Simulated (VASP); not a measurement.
Output of a VASP run:

### OSZICAR
```
       N       E                     dE             d eps       ncg     rms          rms(c)
DAV:   1     0.100996498552E+03    0.10100E+03   -0.82406E+03  3426   0.936E+02
DAV:   2    -0.126080409995E+02   -0.11360E+03   -0.10888E+03  3738   0.280E+02
DAV:   3    -0.164565180699E+02   -0.38485E+01   -0.38226E+01  4060   0.584E+01
DAV:   4    -0.164960486263E+02   -0.39531E-01   -0.39517E-01  4074   0.593E+00
DAV:   5    -0.164967384228E+02   -0.68980E-03   -0.68976E-03  4144   0.769E-01    0.127E+01
DAV:   6    -0.156126812699E+02    0.88406E+00   -0.89252E+00  3597   0.398E+01    0.106E+01
DAV:   7    -0.152942971134E+02    0.31838E+00   -0.17393E+00  3398   0.213E+01    0.574E+00
DAV:   8    -0.152914936720E+02    0.28034E-02   -0.69013E-02  3647   0.239E+00    0.334E+00
DAV:   9    -0.152815925355E+02    0.99011E-02   -0.18840E-02  4318   0.157E+00    0.798E-01
DAV:  10    -0.152845104475E+02   -0.29179E-02   -0.55634E-03  3634   0.792E-01    0.343E-01
DAV:  11    -0.152849136782E+02   -0.40323E-03   -0.13363E-03  4166   0.361E-01    0.824E-02
DAV:  12    -0.152849304437E+02   -0.16766E-04   -0.17555E-04  3794   0.963E-02    0.560E-02
DAV:  13    -0.152849303451E+02    0.98618E-07   -0.31190E-06  3698   0.179E-02
   1 F= -.15284930E+02 E0= -.15257202E+02  d E =-.554575E-01  mag=     4.0115
```

**OUTCAR**
```
------------------------ aborting loop because EDIFF is reached ----------------------------------------
  FORCE on cell =-STRESS in cart. coord.  units (eV):
  Direction    XX          YY          ZZ          XY          YZ          ZX
  --------------------------------------------------------------------------------------
  Total       -1.7520429     -1.7520429     -1.7520429      0.0000000      0.0000000     -0.0000000
  in kB      -90.0949576    -90.0949576    -90.0949576      0.0000000      0.0000000     -0.0000000
  external PRESSURE =     -90.0949576 kB  Pullay stress =       0.0000000 kB
  volume of cell :       31.16
      direct lattice vectors                 reciprocal lattice vectors
     0.000000000  2.497516000  2.497516000    -0.200198918  0.200198918  0.200198918
     2.497516000  0.000000000  2.497516000     0.200198918 -0.200198918  0.200198918
     2.497516000  2.497516000  0.000000000     0.200198918  0.200198918 -0.200198918
 POSITION                                       TOTAL-FORCE (eV/Angst)
 -----------------------------------------------------------------------------------
      0.00000      0.00000      0.00000         0.000000      0.000000      0.000000
      2.49752      2.49752      2.49752        -0.000000     -0.000000     -0.000000
 -----------------------------------------------------------------------------------
    total drift:                                0.000000      0.000000      0.000000
  FREE ENERGIE OF THE ION-ELECTRON SYSTEM (eV)
  ---------------------------------------------------
  free  energy   TOTEN  =       -15.2849303451 eV

  energy  without entropy=      -15.2294728066  energy(sigma->0) =      -15.25720158

 total charge

# of ion       s       p       d       tot
------------------------------------------
    1        1.328   2.384   0.000   3.712
    2        0.245   6.201   5.041  11.486
--------------------------------------------------
tot          1.573   8.584   5.041  15.198

 magnetization (x)

# of ion       s       p       d       tot
------------------------------------------
    1        0.024   0.038   0.000   0.062
    2        0.048   0.034   3.597   3.679
--------------------------------------------------
tot          0.072   0.072   3.597   3.741
```
(Selected blocks of OUTCAR.)

### POSCAR
```
MnS
1
    0.0000000000     2.4975160000     2.4975160000
    2.4975160000     0.0000000000     2.4975160000
    2.4975160000     2.4975160000     0.0000000000
S Mn
1 1
Direct
  0.0000000000   0.0000000000   0.0000000000
  0.5000000000   0.5000000000   0.5000000000
```

Task: Write an INCAR and KPOINTS that could have produced this output.

Result: One answer among several that fit: the input of the run itself, LDA (Ceperley-Alder, Perdew-Zunger), plane waves, VASP's LDA PAW potentials (set 64).

INCAR:
```
SYSTEM = MnS
PREC = Accurate
ENCUT = 300
EDIFF = 1E-6
NELM = 100
ALGO = Normal
LREAL = .FALSE.
LASPH = .TRUE.
ISMEAR = 0
SIGMA = 0.272
LMAXMIX = 4
LWAVE = .FALSE.
LCHARG = .FALSE.
ISIF = 2
ISPIN = 2
MAGMOM = 0.0 4.0
LORBIT = 11
```

### KPOINTS
```
Automatic mesh
0
Gamma
11 11 11
0 0 0
```

POTCAR, in this order: S Mn_pv (LDA.64 set). Program: vasp_std.

At this cut-off the stress carries a Pulay error, which pulls relaxed volumes low. The moments were started parallel, and other spin orders were not tried in this run.

The structure was generated: MnS was put into an ordered model structure, which need not be its known phase. The cell was not relaxed at this level.
